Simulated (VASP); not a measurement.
Output of a VASP run:

### OSZICAR
```
       N       E                     dE             d eps       ncg     rms          rms(c)
DAV:   1     0.953964471363E+02    0.95396E+02   -0.71103E+03   520   0.960E+02
DAV:   2    -0.859632534141E-01   -0.95482E+02   -0.91119E+02   565   0.248E+02
DAV:   3    -0.375472975891E+01   -0.36688E+01   -0.36556E+01   640   0.519E+01
DAV:   4    -0.379015379905E+01   -0.35424E-01   -0.35420E-01   707   0.456E+00
DAV:   5    -0.379025871313E+01   -0.10491E-03   -0.10491E-03   650   0.228E-01    0.801E+00
DAV:   6    -0.358503904732E+01    0.20522E+00   -0.50215E-01   580   0.105E+01    0.628E+00
DAV:   7    -0.357785397188E+01    0.71851E-02   -0.11624E-01   600   0.270E+00    0.225E+00
DAV:   8    -0.357696671173E+01    0.88726E-03   -0.12456E-02   525   0.151E+00    0.624E-01
DAV:   9    -0.357700224237E+01   -0.35531E-04   -0.85944E-04   610   0.371E-01    0.152E-01
DAV:  10    -0.357703151755E+01   -0.29275E-04   -0.96631E-05   618   0.971E-02    0.551E-02
DAV:  11    -0.357704805040E+01   -0.16533E-04   -0.45510E-05   545   0.616E-02    0.450E-02
DAV:  12    -0.357704560428E+01    0.24461E-05   -0.57908E-06   605   0.258E-02    0.219E-02
DAV:  13    -0.357704543214E+01    0.17214E-06   -0.64460E-07   370   0.487E-03
   1 F= -.35770454E+01 E0= -.35769330E+01  d E =-.224872E-03
```

**OUTCAR**
```
------------------------ aborting loop because EDIFF is reached ----------------------------------------
  FORCE on cell =-STRESS in cart. coord.  units (eV):
  Direction    XX          YY          ZZ          XY          YZ          ZX
  --------------------------------------------------------------------------------------
  Total        1.6124336      1.6124336      1.6124336      0.0000000      0.0000000      0.0000000
  in kB       38.3314165     38.3314165     38.3314165      0.0000000      0.0000000      0.0000000
  external PRESSURE =      38.3314165 kB  Pullay stress =       0.0000000 kB
  volume of cell :       67.40
      direct lattice vectors                 reciprocal lattice vectors
     0.000000000  3.230000000  3.230000000    -0.154798762  0.154798762  0.154798762
     3.230000000  0.000000000  3.230000000     0.154798762 -0.154798762  0.154798762
     3.230000000  3.230000000  0.000000000     0.154798762  0.154798762 -0.154798762
 POSITION                                       TOTAL-FORCE (eV/Angst)
 -----------------------------------------------------------------------------------
      0.00000      0.00000      0.00000        -0.000000     -0.000000     -0.000000
      1.61500      1.61500      1.61500         0.000000      0.000000      0.000000
 -----------------------------------------------------------------------------------
    total drift:                                0.000000      0.000000      0.000000
  FREE ENERGIE OF THE ION-ELECTRON SYSTEM (eV)
  ---------------------------------------------------
  free  energy   TOTEN  =        -3.5770454321 eV

  energy  without entropy=       -3.5768205599  energy(sigma->0) =       -3.57693300
```
(Selected blocks of OUTCAR.)

POSCAR:
```
HgTe
1
    0.0000000000     3.2300000000     3.2300000000
    3.2300000000     0.0000000000     3.2300000000
    3.2300000000     3.2300000000     0.0000000000
Hg Te
1 1
Direct
  0.0000000000   0.0000000000   0.0000000000
  0.2500000000   0.2500000000   0.2500000000
```

Question: Reconstruct the remaining input files.

Answer: One answer among several that fit: the input of the run itself, PBE GGA, plane waves, VASP's PBE PAW potentials (set 64).

**KPOINTS**
```
Automatic mesh
0
Gamma
7 7 7
0 0 0
```

### INCAR
```
SYSTEM = HgTe
PREC = Accurate
ENCUT = 400
EDIFF = 1E-6
NELM = 100
ALGO = Normal
LREAL = .FALSE.
LASPH = .TRUE.
ISMEAR = 0
SIGMA = 0.05
GGA = PE
LMAXMIX = 6
LWAVE = .FALSE.
LCHARG = .FALSE.
ISIF = 2
```

POTCAR, in this order: Hg Te (PBE.64 set). Program: vasp_std.

The compound is HgTe in the zinc blende structure. The cell was not relaxed at this level.
